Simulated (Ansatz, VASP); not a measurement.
# Cross-check of AsN between VASP and Ansatz, part 2 of 2

One calculation is typed for both programs; each brings its own data sets and cutoff. How far apart do they land? The cell is generated by rule, not measured, and may not be a known phase. The cell is taken from a series of VASP runs on this material, whose earlier steps may have relaxed, scaled or displaced it; both programs get it as it stands.

VASP 6.6.1 and Ansatz 0.2.0.

So far. Step 3 (VASP: band structure, LDA): The run ends at a pressure of 53.71 GPa.

## 5. VASP: band structure, LDA, spin-orbit coupling

Level of this step: LDA, spin-orbit coupling; plane waves and PAW (As, N); invented cell (VASP).

With cell and atoms fixed, the geometry can't cause a difference; cores, projectors, grids and the points listed under the comparison can.

The input, INCAR:

```
SYSTEM = AsN
PREC = Accurate
ENCUT = 520
EDIFF = 1E-06
NELM = 100
ISMEAR = 0
SIGMA = 0.02
LREAL = .FALSE.
ALGO = Normal
GGA = CA
LNONCOLLINEAR = .TRUE.
MAGMOM = 0 0 0 0 0 0
NBANDS = 22
GGA_COMPAT = .FALSE.
LASPH = .TRUE.
LSORBIT = .TRUE.
LORBIT = 11
LWAVE = .FALSE.
LCHARG = .FALSE.
KPAR = 4
ISIF = 2
```

The input, POSCAR:

```
AsN
1.0
    0.0000000000      2.2285700000      2.2285700000
    2.2285700000      0.0000000000      2.2285700000
    2.2285700000      2.2285700000      0.0000000000
As N
1 1
Direct
    0.0000000000      0.0000000000      0.0000000000
    0.2500000000      0.2500000000      0.2500000000
```

The input, KPOINTS:

```
Automatic mesh
0
Gamma
10 10 10
0 0 0
```

The input, KPOINTS_OPT:

```
Line mode
16
Line-mode
Reciprocal
  0.00000000   0.00000000   0.00000000 GAMMA
  0.50000000   0.00000000   0.50000000 X

  0.50000000   0.00000000   0.50000000 X
  0.50000000   0.25000000   0.75000000 W

  0.50000000   0.25000000   0.75000000 W
  0.37500000   0.37500000   0.75000000 K

  0.37500000   0.37500000   0.75000000 K
  0.00000000   0.00000000   0.00000000 GAMMA

  0.00000000   0.00000000   0.00000000 GAMMA
  0.50000000   0.50000000   0.50000000 L

  0.50000000   0.50000000   0.50000000 L
  0.62500000   0.25000000   0.62500000 U

  0.62500000   0.25000000   0.62500000 U
  0.50000000   0.25000000   0.75000000 W

  0.50000000   0.25000000   0.75000000 W
  0.50000000   0.50000000   0.50000000 L

  0.50000000   0.50000000   0.50000000 L
  0.37500000   0.37500000   0.75000000 K

  0.62500000   0.25000000   0.62500000 U
  0.50000000   0.00000000   0.50000000 X
```

Potentials, in the order of the species: As and N (LDA family, release 64).

On the command line:

```console
$ mpirun -np 4 vasp_ncl
```

Numbers of over 12 decimals in the logs are rounded to 6 here.

What it wrote:

```text
[... set-up lines as in an earlier step ...]
 entering main loop
       N       E                     dE             d eps       ncg     rms          rms(c)
DAV:   1     0.311094106054E+02    0.31109E+02   -0.48809E+03  3212   0.837E+02
DAV:   2    -0.111626317527E+02   -0.42272E+02   -0.40267E+02  4304   0.177E+02
DAV:   3    -0.129096514963E+02   -0.17470E+01   -0.17285E+01  4040   0.316E+01
DAV:   4    -0.129159245594E+02   -0.62731E-02   -0.62720E-02  3524   0.223E+00
[...]
DAV:  10    -0.114254592312E+02   -0.21397E-03   -0.33795E-03  3752   0.453E-01    0.640E-02
DAV:  11    -0.114254216087E+02    0.37623E-04   -0.74662E-05  3482   0.724E-02    0.126E-02
DAV:  12    -0.114254206110E+02    0.99770E-06   -0.51129E-06  3668   0.190E-02
   1 F= -.11425421E+02 E0= -.11425191E+02  d E =-.458759E-03  mag=    -0.0000    -0.0000    -0.0000
 Start KPOINTS_OPT (optional k-point list driver)
k-point batch [1-73\160]
       N       E                     dE             ncg
DAV:   1     0.335078750794E+04   -0.17820E+05     3212
DAV:   2     0.341771799096E+03   -0.30090E+04     4340
DAV:   3     0.218220756433E+03   -0.12355E+03     4028
DAV:   4     0.217754409967E+03   -0.46635E+00     3572
DAV:   5     0.217753128838E+03   -0.12811E-02     3836
DAV:   6     0.217753122754E+03   -0.60840E-05     3446
DAV:   7     0.217753122677E+03   -0.77204E-07     2990
[...]
k-point batch [147-160\160]
       N       E                     dE             ncg
DAV:   1     0.251180773456E+05   -0.58419E+04      616
DAV:   2     0.246172872260E+05   -0.50079E+03      848
DAV:   3     0.246003635573E+05   -0.16924E+02      784
DAV:   4     0.246003159756E+05   -0.47582E-01      688
DAV:   5     0.246003158642E+05   -0.11144E-03      730
DAV:   6     0.246003158638E+05   -0.38250E-06      662
```

From OUTCAR (step 5):

```text
  Total        7.3316592      7.3316592      7.3316592     -0.0000000     -0.0000000      0.0000000
  in kB      530.6449236    530.6449236    530.6449236     -0.0000000     -0.0000000      0.0000000
  external PRESSURE =     530.6449236 kB  Pullay stress =       0.0000000 kB

 POSITION                                       TOTAL-FORCE (eV/Angst)
 -----------------------------------------------------------------------------------
      0.00000      0.00000      0.00000        -0.000000     -0.000000      0.000000
      1.11428      1.11428      1.11428         0.000000      0.000000     -0.000000
 -----------------------------------------------------------------------------------
    total drift:                               -0.000000     -0.000000     -0.000000

  FREE ENERGIE OF THE ION-ELECTRON SYSTEM (eV)
  ---------------------------------------------------
  free  energy   TOTEN  =       -11.4254206110 eV

  energy  without entropy=      -11.4249618516  energy(sigma->0) =      -11.42519123

 magnetization (x)
# of ion       s       p       d       tot
------------------------------------------
    1       -0.000  -0.000   0.000  -0.000
    2       -0.000   0.000   0.000   0.000
--------------------------------------------------
tot         -0.000   0.000   0.000   0.000

 magnetization (y)
# of ion       s       p       d       tot
------------------------------------------
    1       -0.000   0.000   0.000  -0.000
    2        0.000  -0.000   0.000  -0.000
--------------------------------------------------
tot         -0.000  -0.000   0.000  -0.000

 magnetization (z)
# of ion       s       p       d       tot
------------------------------------------
    1       -0.000  -0.000  -0.000  -0.000
    2       -0.000  -0.000   0.000  -0.000
--------------------------------------------------
tot         -0.000  -0.000  -0.000  -0.000

[... 1 part as in an earlier step ...]

[... 2 further parts left out ...]
[key lines of the parts left out:]
E-fermi :   9.5961
```

The run ends at a pressure of 53.06 GPa.

## 6. Ansatz: band structure, LDA, spin-orbit coupling

The same cell, functional (in two slightly different forms), mesh and smearing now go to Ansatz, which takes its cutoff from its data sets.

The cell is taken from a series of VASP runs on this material, whose earlier steps may have relaxed, scaled or displaced it; both programs get it as it stands.

The input, input.yaml:

```yaml
crystal:
  lattice:
    - [0.0, 2.22857, 2.22857]
    - [2.22857, 0.0, 2.22857]
    - [2.22857, 2.22857, 0.0]
  atoms:
    - { symbol: As, position: [0.0, 0.0, 0.0] }
    - { symbol: "N", position: [0.25, 0.25, 0.25] }
hamiltonian:
  xc: lda
  pseudopotentials: { kind: paw_fr }
magnetization:
  noncollinear: true
  spin_orbit: true
kpoints:
  mp_grid: { grid: [10, 10, 10] }
  band_path:
    path:
      - [0.0, 0.0, 0.0]
      - [0.16667, 0.0, 0.16667]
      - [0.33333, 0.0, 0.33333]
      - [0.5, 0.0, 0.5]
      - [0.5, 0.08333, 0.58333]
      - [0.5, 0.18333, 0.68333]
      - [0.5, 0.25, 0.75]
      - [0.45, 0.3, 0.75]
      - [0.40833, 0.34167, 0.75]
      - [0.35, 0.35, 0.7]
      - [0.225, 0.225, 0.45]
      - [0.075, 0.075, 0.15]
      - [0.03333, 0.03333, 0.03333]
      - [0.23333, 0.23333, 0.23333]
      - [0.4, 0.4, 0.4]
      - [0.51667, 0.46667, 0.51667]
      - [0.55833, 0.38333, 0.55833]
      - [0.60833, 0.28333, 0.60833]
      - [0.60833, 0.25, 0.64167]
      - [0.55833, 0.25, 0.69167]
      - [0.51667, 0.25, 0.73333]
      - [0.5, 0.3, 0.7]
      - [0.5, 0.38333, 0.61667]
      - [0.5, 0.48333, 0.51667]
      - [0.475, 0.475, 0.55]
      - [0.425, 0.425, 0.65]
      - [0.38333, 0.38333, 0.73333]
      - [0.59167, 0.18333, 0.59167]
      - [0.55, 0.1, 0.55]
      - [0.5, 0.0, 0.5]
    npoints: 1
scf:
  occupations: { method: gaussian, width: 0.02 }
  n_extra_bands: 14
output:
  forces: true
  stress: true
  eigenvalues: true
  write_density: true
  write_potential: true
  elf: true
  volumetric_format: npy
```

On the command line:

```console
$ ansatz run input.yaml --threads 2 --pin off --max-ram 4608MiB --backend cpu --events-out ev --progress --plain --runs-dir out
```

What it wrote:

```text
[...]
non-collinear run that drives no moment, with spin-orbit: no starting moment large enough to seed its density (crystal.atoms[].spin), no starting occupations that ask for one, no magnetisation constraint and no magnetic field, so the semilocal B_xc is pinned to zero
Crystal: 2 atoms, lattice volume = 22.136 Å³
Basis set: ecut = 420 eV, 411 PW (Γ)
[...]
k-point 1: bands = [... 16 lower, 10.2193, 10.2216, 12.3167, 12.3167, 17.3376, 17.3376, 17.7644, 17.7644, ... 10 higher]
  k-point 2: bands = [... 16 lower, 9.8861, 9.8897, 13.0297, 13.0297, 17.6077, 17.6077, 18.1519, 18.1519, ... 10 higher]
  k-point 46: bands = [... 16 lower, 6.3581, 6.3908, 15.9084, 15.9318, 16.5860, 16.5964, 19.3706, 19.5580, ... 10 higher]
[key lines of the parts left out:]
SCF converged after 7 iterations
Magnetization: |M| = 0.0000 μB,  M = (+0.0000, +0.0000, +0.0000) μB
Free energy (F): -5144.580635 eV
Fermi energy:    15.369106 eV
P = ⅓ Tr σ = 51.4891 GPa (514.891 kbar)
```

Elapsed: 4 s, on 2 threads of Intel Xeon Platinum 8488C (Sapphire Rapids), shared host; peak memory 0.47 GiB.

## 7. Comparison

What differs besides the data sets and the points named for the pairs above, as far as they apply: spin-orbit coupling enters by fully relativistic files in Ansatz and inside the spheres in VASP; the data sets hold 20 valence electrons in Ansatz (fully relativistic PAW (standard-fr) files) and 10 in VASP. Total energies have different zeros and are not compared.

The two programs side by side:

```csv
quantity,Ansatz,VASP,difference
pressure (GPa),51.49,53.06,-1.58
pressure without Ansatz's Pulay correction (GPa),50.93,53.06,-2.13
```

Levels from 3 eV below to 2 eV above the Fermi level differ by 14 meV r.m.s. and 36 meV at most; each VASP level is matched to the nearest of Ansatz, which flatters the figure a little. Ansatz's pressure holds a Pulay correction of 0.55 GPa; VASP's holds none.

## 8. Summary of results

| Item | Value |
| --- | --- |
| r.m.s. difference of levels near the Fermi level (band structure, LDA) | 16 meV |
| difference in pressure (band structure, LDA) | -1.6 GPa |
| r.m.s. difference of levels near the Fermi level (band structure, LDA, spin-orbit coupling) | 14 meV |
| difference in pressure (band structure, LDA, spin-orbit coupling) | -1.6 GPa |

**Reading.** The difference in pressure is -1.6 GPa (band structure, LDA, spin-orbit coupling), beyond the 1 GPa picked in this series as the mark of a large difference. Such differences can come from data sets, numerical settings and the points named under the comparisons, not from the functional's error against experiment.

[Lines on the potential files, build, host, timing and source positions are cut from VASP's logs without a mark.]

[Logs are printed without paths, hosts, clocks, repeated set-up lines and the standing remarks that a program may print on its own settings, such as how far it seeks lower states.]

[Hosts, paths, dates, database ids (printed as entryN), source tags and the programs' standing remarks are cut or masked in the printed files.]
